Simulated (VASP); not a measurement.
Calculation: TPSS meta-GGA, VASP's PBE PAW potentials (set 64) (plane waves; VASP 6.6.1).

A VASP calculation is set up with these files.

**POSCAR**
```
Re
1.0
  1.3794728492  -2.3893169481   0.0000000000
  1.3794728492   2.3893169481   0.0000000000
  0.0000000000   0.0000000000   4.4652679887
Re
2
Direct
  0.3333330000   0.6666670000   0.2500000000
  0.6666670000   0.3333330000   0.7500000000
```

KPOINTS_OPT:
```
k-points along high-symmetry lines
6
Line-mode
Reciprocal
  0.000000   0.000000   0.000000 ! GAMMA
  0.000000   0.500000   0.000000 ! M

  0.000000   0.500000   0.000000 ! M
 -0.333333   0.666667   0.000000 ! K

 -0.333333   0.666667   0.000000 ! K
  0.000000   0.000000   0.000000 ! GAMMA

  0.000000   0.000000   0.000000 ! GAMMA
  0.000000   0.000000   0.500000 ! A

  0.000000   0.000000   0.500000 ! A
  0.000000   0.500000   0.500000 ! L

  0.000000   0.500000   0.500000 ! L
 -0.333333   0.666667   0.500000 ! H

 -0.333333   0.666667   0.500000 ! H
  0.000000   0.000000   0.500000 ! A

  0.000000   0.500000   0.500000 ! L
  0.000000   0.500000   0.000000 ! M

 -0.333333   0.666667   0.500000 ! H
 -0.333333   0.666667   0.000000 ! K
```

File KPOINTS:
```
kpoints
0
Gamma
  17 17 9
0 0 0
```

INCAR:
```
NELM  =  100
LWAVE  =  .FALSE.
METAGGA  =  TPSS
LMAXMIX  =  6
LCHARG  =  .FALSE.
NEDOS  =  601   # DOS grid
PREC  =  Accurate
ISIF  =  2
LORBIT  =  11   # lm-projected
ISMEAR  =  -5   # tetrahedra, Bloechl
LREAL  =  .FALSE.
SYSTEM  =  Re
ENCUT  =  520
EDIFF  =  1E-7
LASPH  =  .TRUE.   # aspherical one-centre terms
ALGO  =  Normal
LMIXTAU  =  .TRUE.
```

POTCAR, in this order: Re (PBE.64 set). Program: vasp_std.

Output of the run:

OUTCAR:
```
 ion  position               nearest neighbor table
   1  0.333  0.667  0.250-   2 2.74   2 2.74   2 2.74   2 2.74   2 2.74   2 2.74
   2  0.667  0.333  0.750-   1 2.74   1 2.74   1 2.74   1 2.74   1 2.74   1 2.74
  LATTYP: Found a hexagonal cell.
 ALAT       =     2.7589455993
 C/A-ratio  =     1.6184690230
 Subroutine PRICEL returns:
 Original cell was already a primitive cell.
 Subroutine GETGRP returns: Found 24 space group operations
The static configuration has the point symmetry D_3d.
 The point group associated with its full space group is D_6h.
The dynamic configuration has the point symmetry D_3d.
 Subroutine INISYM returns: Found 24 space group operations
 Subroutine IBZKPT returns following result:
 Found    165 irreducible k-points:

 Following reciprocal coordinates:
            Coordinates               Weight
  0.000000  0.000000  0.000000      1.000000
  0.058824  0.000000  0.000000      6.000000
  0.117647  0.000000  0.000000      6.000000
  0.176471  0.000000  0.000000      6.000000
  0.235294  0.000000  0.000000      6.000000
  0.294118  0.000000  0.000000      6.000000
  0.352941  0.000000  0.000000      6.000000
  0.411765 -0.000000  0.000000      6.000000
  0.470588  0.000000  0.000000      6.000000
  0.058824  0.058824  0.000000      6.000000
  0.117647  0.058824  0.000000     12.000000
  0.176471  0.058824  0.000000     12.000000
  0.235294  0.058824  0.000000     12.000000
  0.294118  0.058824  0.000000     12.000000
  0.352941  0.058824  0.000000     12.000000
  0.411765  0.058824  0.000000     12.000000
  0.470588  0.058824  0.000000      6.000000
  0.117647  0.117647  0.000000      6.000000
  0.176471  0.117647  0.000000     12.000000
  0.235294  0.117647  0.000000     12.000000
  0.294118  0.117647  0.000000     12.000000
  0.352941  0.117647  0.000000     12.000000
  0.411765  0.117647  0.000000     12.000000
  0.176471  0.176471  0.000000      6.000000
  0.235294  0.176471  0.000000     12.000000
  0.294118  0.176471  0.000000     12.000000
  0.352941  0.176471  0.000000     12.000000
  0.411765  0.176471  0.000000      6.000000
  0.235294  0.235294  0.000000      6.000000
  0.294118  0.235294  0.000000     12.000000
  0.352941  0.235294  0.000000     12.000000
  0.294118  0.294118  0.000000      6.000000
  0.352941  0.294118  0.000000      6.000000
  0.000000  0.000000  0.111111      2.000000
  0.058824  0.000000  0.111111     12.000000
  0.117647  0.000000  0.111111     12.000000
  0.176471  0.000000  0.111111     12.000000
  0.235294  0.000000  0.111111     12.000000
  0.294118  0.000000  0.111111     12.000000
  0.352941  0.000000  0.111111     12.000000
   k-points           NKPTS =    165   k-points in BZ     NKDIM =    165   number of bands    NBANDS=     11
   number of dos      NEDOS =    601   number of ions     NIONS =      2
   total plane-waves  NPLWV =  20736
   dimension x,y,z NGX =    24 NGY =   24 NGZ =   36
   dimension x,y,z NGXF=    48 NGYF=   48 NGZF=   72
   ions per type =               2
   PREC   = accura    normal or accurate (medium, high low for compatibility)
   ISTART =      0    job   : 0-new  1-cont  2-samecut
   ICHARG =      2    charge: 1-file 2-atom 10-const
   ISPIN  =      1    spin polarized calculation?
   LNONCOLLINEAR =      F non collinear calculations
   LSORBIT =      F    spin-orbit coupling
   INIWAV =      1    electr: 0-lowe 1-rand  2-diag
   ENCUT  =  520.0 eV  38.22 Ry    6.18 a.u.   5.13  5.13  8.30*2*pi/ulx,y,z
   NELM   =    100;   NELMIN=  2; NELMDL= -5     # of ELM steps
   EDIFF  = 0.1E-06   stopping-criterion for ELM
   LREAL  =      F    real-space projection
...
```

**OSZICAR**
```
       N       E                     dE             d eps       ncg     rms          rms(c)
DAV:   1     0.474772585041E+02    0.47477E+02   -0.76088E+03  6140   0.176E+03
DAV:   2    -0.109387818440E+02   -0.58416E+02   -0.49415E+02  5842   0.358E+02
DAV:   3    -0.188182626948E+02   -0.78795E+01   -0.63710E+01  6195   0.281E+02
DAV:   4    -0.193798283725E+02   -0.56157E+00   -0.50217E+00  6820   0.379E+01
DAV:   5    -0.194071631065E+02   -0.27335E-01   -0.24398E-01  6527   0.500E+00    0.306E+01
DAV:   6    -0.277182591952E+02   -0.83111E+01   -0.33271E+00  5752   0.311E+01    0.251E+01
DAV:   7    -0.283269989653E+02   -0.60874E+00   -0.16557E+01  5898   0.161E+02    0.574E+01
DAV:   8    -0.272481430195E+02    0.10789E+01   -0.89100E+00  5645   0.124E+02    0.163E+00
DAV:   9    -0.272973854105E+02   -0.49242E-01   -0.10265E-01  6761   0.686E+00    0.332E+00
DAV:  10    -0.273019032772E+02   -0.45179E-02   -0.20802E-03  6697   0.111E+00    0.215E+00
DAV:  11    -0.273003875991E+02    0.15157E-02   -0.15341E-03  6571   0.504E-01    0.386E-01
DAV:  12    -0.273017337537E+02   -0.13462E-02   -0.77083E-04  6013   0.122E+00    0.218E-01
DAV:  13    -0.273017246705E+02    0.90831E-05   -0.75955E-05  5936   0.940E-02    0.815E-02
DAV:  14    -0.273018658357E+02   -0.14117E-03   -0.15073E-04  6901   0.277E-01    0.856E-02
DAV:  15    -0.273018801968E+02   -0.14361E-04   -0.13012E-05  6787   0.116E-01    0.303E-02
DAV:  16    -0.273018780123E+02    0.21846E-05   -0.90548E-08  3139   0.459E-03    0.363E-02
DAV:  17    -0.273018753169E+02    0.26954E-05   -0.10968E-07  2775   0.161E-02    0.262E-02
DAV:  18    -0.273018693626E+02    0.59543E-05   -0.39961E-06  6769   0.482E-02    0.158E-03
DAV:  19    -0.273018690586E+02    0.30407E-06   -0.74209E-09  2631   0.183E-03    0.212E-03
DAV:  20    -0.273018700679E+02   -0.10093E-05   -0.20454E-08  2511   0.977E-03    0.120E-03
DAV:  21    -0.273018701377E+02   -0.69869E-07   -0.15356E-08  2475   0.162E-03
   1 F= -.27301870E+02 E0= -.27301870E+02  d E =0.000000E+00
       N       E                     dE             ncg
```

### OUTCAR
```
------------------------ aborting loop because EDIFF is reached ----------------------------------------
  FORCE on cell =-STRESS in cart. coord.  units (eV):
  Direction    XX          YY          ZZ          XY          YZ          ZX
  --------------------------------------------------------------------------------------
  Total        0.0763738      0.0763738     -0.1164758      0.0000000      0.0000000      0.0000000
  in kB        4.1570986      4.1570982     -6.3398902      0.0000000      0.0000000      0.0000000
  external PRESSURE =       0.6581022 kB  Pullay stress =       0.0000000 kB
  volume of cell :       29.44
      direct lattice vectors                 reciprocal lattice vectors
     1.379472849 -2.389316948  0.000000000     0.362457297 -0.209264828  0.000000000
     1.379472849  2.389316948  0.000000000     0.362457297  0.209264828  0.000000000
     0.000000000  0.000000000  4.465267989     0.000000000  0.000000000  0.223950724
 POSITION                                       TOTAL-FORCE (eV/Angst)
 -----------------------------------------------------------------------------------
      1.37947      0.79644      1.11632         0.000000      0.000000      0.000000
      1.37947     -0.79644      3.34895         0.000000     -0.000000      0.000000
 -----------------------------------------------------------------------------------
    total drift:                               -0.000001      0.000007     -0.000016
  FREE ENERGIE OF THE ION-ELECTRON SYSTEM (eV)
  ---------------------------------------------------
  free  energy   TOTEN  =       -27.3018701377 eV

  energy  without entropy=      -27.3018701377  energy(sigma->0) =      -27.30187014

 total charge

# of ion       s       p       d       tot
------------------------------------------
    1        0.633   0.688   4.801   6.121
    2        0.633   0.688   4.801   6.121
--------------------------------------------------
tot          1.265   1.377   9.601  12.243
```
(Selected blocks of OUTCAR.)

For a metal the tetrahedron method with Blöchl corrections gives inexact stress and forces.

The compound is Re in the hcp structure. It was relaxed first.
